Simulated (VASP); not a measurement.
The system is RbCo3Ag.

```xyz
5
Lattice="4.2800 0.0000 0.0000 0.0000 4.2800 0.0000 0.0000 0.0000 4.2800" Properties=species:S:1:pos:R:3 pbc="T T T"
Rb    0.0000    0.0000    0.0000
Co    2.1400    0.0000    2.1400
Co    2.1400    2.1400    0.0000
Co    0.0000    2.1400    2.1400
Ag    2.1400    2.1400    2.1400
```

The cell was built by a generator and needn't be a form met in nature.

| Quantity | Value |
| --- | --- |
| Program | VASP 6.6.1 |
| Task | relaxation of cell and atoms |
| Functional | LDA |
| Potentials or basis | VASP PAW LDA potentials, release 64 (Rb_sv, Co, Ag) |
| Cutoff | 600 eV |
| k mesh | 6 × 6 × 6 |
| Occupations | methfessel-paxton, width 0.2 eV |
| Spin | collinear spin, ferromagnetic start |
| Starting moments | [0.0, 2.0, 2.0, 2.0, 0.0] μB |

At the start: pressure 33.0 GPa; volume 15.68 Å³/atom.

**Question.** How do energy, volume and symmetry change on relaxing?

**Answer.** Over 5 steps the energy falls by 415.3 meV/atom and the volume is 21.03 Å³/atom (+34.1 %); space group Pm-3m (No. 221, to 0.05 Å); moment 5.64 μB per cell.

The path:
| step | energy change (eV) | largest force (eV/Å) | pressure (GPa) | volume (Å³) |
| --- | --- | --- | --- | --- |
| 1 | 0.0000 | 0.0000 | 33.04 | 78.40 |
| 2 | -1.7289 | 0.0000 | -6.12 | 121.12 |
| 3 | -2.0749 | 0.0000 | 0.56 | 104.28 |
| 4 | -2.0761 | 0.0000 | -0.17 | 105.45 |
| 5 | -2.0763 | 0.0000 | -0.05 | 105.13 |

Final structure:
```
CELL_PARAMETERS angstrom
4.71962 0.00000 0.00000
0.00000 4.71962 0.00000
0.00000 0.00000 4.71962
ATOMIC_POSITIONS crystal
Rb 0.00000 0.00000 0.00000
Co 0.50000 0.00000 0.50000
Co 0.50000 0.50000 0.00000
Co 0.00000 0.50000 0.50000
Ag 0.50000 0.50000 0.50000
```

Caveat: the volume moved by over 15 % at a fixed basis, so the end points are rough.
